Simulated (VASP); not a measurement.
These are PBE GGA, VASP's PBE PAW potentials (set 64) (plane waves; VASP) values and carry that method's errors.

VASP input:

### KPOINTS
```
Automatic mesh
0
Gamma
13 13 13
0 0 0
```

INCAR:
```
# general
SYSTEM  = CoAl
PREC    = Accurate
ENCUT   = 500   # plane-wave cut-off (eV)
LREAL   = .FALSE.   # projection in real space or not
LASPH   = .TRUE.   # aspherical one-centre terms

# electronic loop
EDIFF   = 1E-6   # SCF stop (eV)
NELM    = 100
ALGO    = Normal
LMAXMIX = 4   # l cut-off of mixed one-centre charges

# smearing
ISMEAR  = 1
SIGMA   = 0.1   # width (eV)

# functional
GGA     = PE

# ions
IBRION  = 2
NSW     = 40
ISIF    = 3   # ions, shape and volume
EDIFFG  = -0.02
PSTRESS = 100

# output
LWAVE   = .FALSE.
LCHARG  = .FALSE.
```

**POSCAR**
```
CoAl
1
    2.8262807970     0.0000000000     0.0000000000
    0.0000000000     2.8262807970     0.0000000000
    0.0000000000     0.0000000000     2.8262807970
Al Co
1 1
Direct
  0.5000000000   0.5000000000   0.5000000000
  0.0000000000   0.0000000000   0.0000000000
```

POTCAR, in this order: Al Co (PBE.64 set). Program: vasp_std.

Output

**OSZICAR**
```
       N       E                     dE             d eps       ncg     rms          rms(c)
DAV:   1     0.373132594253E+02    0.37313E+02   -0.53304E+03  1688   0.123E+03
DAV:   2    -0.123070849832E+02   -0.49620E+02   -0.46963E+02  1692   0.193E+02
DAV:   3    -0.136413061433E+02   -0.13342E+01   -0.13234E+01  2042   0.412E+01
DAV:   4    -0.136642868658E+02   -0.22981E-01   -0.22972E-01  1998   0.485E+00
DAV:   5    -0.136649866015E+02   -0.69974E-03   -0.69972E-03  1946   0.849E-01    0.127E+01
DAV:   6    -0.162588341607E+02   -0.25938E+01   -0.71026E+01  1896   0.127E+02    0.172E+01
DAV:   7    -0.120017290939E+02    0.42571E+01   -0.31975E+01  1856   0.809E+01    0.188E+00
DAV:   8    -0.119941999457E+02    0.75291E-02   -0.22085E-01  1758   0.420E+00    0.120E+00
DAV:   9    -0.119797811106E+02    0.14419E-01   -0.47094E-02  2016   0.310E+00    0.309E-01
DAV:  10    -0.119793134993E+02    0.46761E-03   -0.13304E-03  2190   0.513E-01    0.142E-01
DAV:  11    -0.119793002464E+02    0.13253E-04   -0.25559E-05  1948   0.469E-02    0.204E-02
DAV:  12    -0.119792971576E+02    0.30888E-05   -0.14436E-05  1958   0.535E-02    0.558E-03
DAV:  13    -0.119792971457E+02    0.11933E-07   -0.24028E-07   886   0.479E-03
   1 F= -.10570218E+02 E0= -.10570130E+02  d E =-.105702E+02
       N       E                     dE             d eps       ncg     rms          rms(c)
DAV:   1    -0.123898796103E+02   -0.41058E+00   -0.69717E+00  1808   0.460E+01    0.633E+00
DAV:   2    -0.130002588349E+02   -0.61038E+00   -0.18526E+01  1938   0.658E+01    0.805E+00
DAV:   3    -0.119175838582E+02    0.10827E+01   -0.82634E+00  1852   0.431E+01    0.994E-01
DAV:   4    -0.119102328779E+02    0.73510E-02   -0.46713E-02  1716   0.206E+00    0.567E-01
DAV:   5    -0.119062534499E+02    0.39794E-02   -0.13211E-02  2274   0.140E+00    0.117E-01
DAV:   6    -0.119062255480E+02    0.27902E-04   -0.36672E-04  1894   0.300E-01    0.416E-02
DAV:   7    -0.119062236157E+02    0.19323E-05   -0.70574E-06  2210   0.259E-02    0.435E-03
DAV:   8    -0.119062231637E+02    0.45197E-06   -0.13776E-06   894   0.184E-02
   2 F= -.10567145E+02 E0= -.10566978E+02  d E =0.307267E-02
       N       E                     dE             d eps       ncg     rms          rms(c)
DAV:   1    -0.120948699036E+02   -0.18865E+00   -0.20436E+00  1804   0.254E+01    0.331E+00
DAV:   2    -0.122822557235E+02   -0.18739E+00   -0.56310E+00  1894   0.353E+01    0.449E+00
DAV:   3    -0.119584652403E+02    0.32379E+00   -0.22729E+00  1918   0.232E+01    0.545E-01
DAV:   4    -0.119552503605E+02    0.32149E-02   -0.83989E-03  1692   0.100E+00    0.218E-01
DAV:   5    -0.119546995104E+02    0.55085E-03   -0.18890E-03  2506   0.505E-01    0.359E-02
DAV:   6    -0.119547089646E+02   -0.94542E-05   -0.37641E-05  1782   0.925E-02    0.892E-03
DAV:   7    -0.119547079969E+02    0.96775E-06   -0.20222E-06  1092   0.250E-02
   3 F= -.10578639E+02 E0= -.10578503E+02  d E =-.842063E-02
```

**OUTCAR**
```
------------------------ aborting loop because EDIFF is reached ----------------------------------------
  FORCE on cell =-STRESS in cart. coord.  units (eV):
  Direction    XX          YY          ZZ          XY          YZ          ZX
  --------------------------------------------------------------------------------------
  Total        1.3663042      1.3663042      1.3663042      0.0000000     -0.0000000      0.0000000
  in kB       99.2903685     99.2903685     99.2903685      0.0000000     -0.0000000      0.0000000
  external PRESSURE =      -0.7096315 kB  Pullay stress =     100.0000000 kB
  volume of cell :       22.05
      direct lattice vectors                 reciprocal lattice vectors
     2.804036226 -0.000000000 -0.000000000     0.356628773  0.000000000 -0.000000000
     0.000000000  2.804036226  0.000000000     0.000000000  0.356628773 -0.000000000
     0.000000000  0.000000000  2.804036226     0.000000000  0.000000000  0.356628773
 POSITION                                       TOTAL-FORCE (eV/Angst)
 -----------------------------------------------------------------------------------
      1.40202      1.40202      1.40202        -0.000000     -0.000000      0.000000
      0.00000      0.00000      0.00000         0.000000      0.000000      0.000000
 -----------------------------------------------------------------------------------
    total drift:                                0.000000      0.000000      0.000000
  FREE ENERGIE OF THE ION-ELECTRON SYSTEM (eV)
  ---------------------------------------------------
  free  energy   TOTEN  =       -11.9547079969 eV

  energy  without entropy=      -11.9543014091  energy(sigma->0) =      -11.95457247
  enthalpy is  TOTEN    =       -10.5786387857 eV   P V=        1.3760692112

 reached required accuracy - stopping structural energy minimisation
```
(Selected blocks of OUTCAR.)

CONTCAR:
```
CoAl
   1.00000000000000
     2.8040362259831531   -0.0000000000000000   -0.0000000000000000
     0.0000000000000000    2.8040362259831531    0.0000000000000000
     0.0000000000000000    0.0000000000000000    2.8040362259831531
  Al              Co
     1     1
Direct
     0.5000000000000000    0.5000000000000000    0.5000000000000000
     0.0000000000000000    0.0000000000000000    0.0000000000000000
```

File OUTCAR:
```
 val. band max:       11.2027158981   @ k =   0.4615   0.3846   0.0000

 cond. band min:      11.2507550380   @ k =   0.4615   0.3846   0.0769


 Fermi energy:        11.2335015879

 k-point     1 :       0.0000    0.0000    0.0000
  band No.  band energies     occupation
      1      -0.1658      2.00000
      2       8.0542      2.00000
      3       8.0542      2.00000
      4      10.3367      2.00000
      5      10.3367      2.00000
      6      10.3367      2.00000
      7      17.4611      0.00000
      8      17.4611      0.00000
      9      17.4611      0.00000
     10      20.1797      0.00000

 k-point     2 :       0.0769    0.0000    0.0000
  band No.  band energies     occupation
      1      -0.0496      2.00000
      2       8.0445      2.00000
      3       8.0876      2.00000
      4      10.2726      2.00000
      5      10.2726      2.00000
      6      10.3435      2.00000
      7      16.3853      0.00000
      8      17.6231      0.00000
      9      17.6231      0.00000
     10      20.1590      0.00000

 k-point     3 :       0.1538    0.0000    0.0000
  band No.  band energies     occupation
      1       0.2965      2.00000
      2       7.9773      2.00000
      3       8.1818      2.00000
      4      10.1040      2.00000
      5      10.1040      2.00000
      6      10.3624      2.00000
      7      14.6846      0.00000
      8      18.0866      0.00000
      9      18.0866      0.00000
     10      20.0981      0.00000

 k-point     4 :       0.2308    0.0000    0.0000
  band No.  band energies     occupation
      1       0.8649      2.00000
      2       7.7306      2.00000
      3       8.3191      2.00000
      4       9.8851      2.00000
      5       9.8851      2.00000
      6      10.3893      2.00000
      7      13.1828     -0.00000
      8      18.8002      0.00000
      9      18.8002      0.00000
     10      20.0028      0.00000

 k-point     5 :       0.3077    0.0000    0.0000
...
```

Energy and stress use the plane-wave basis of the starting cell.

The compound is CoAl in the CsCl type structure. This run relaxes it under an external pressure of 10 GPa. Symmetry was kept, so distortions that lower it aren't found. The run is not spin-polarised, so no magnetic state was tried.
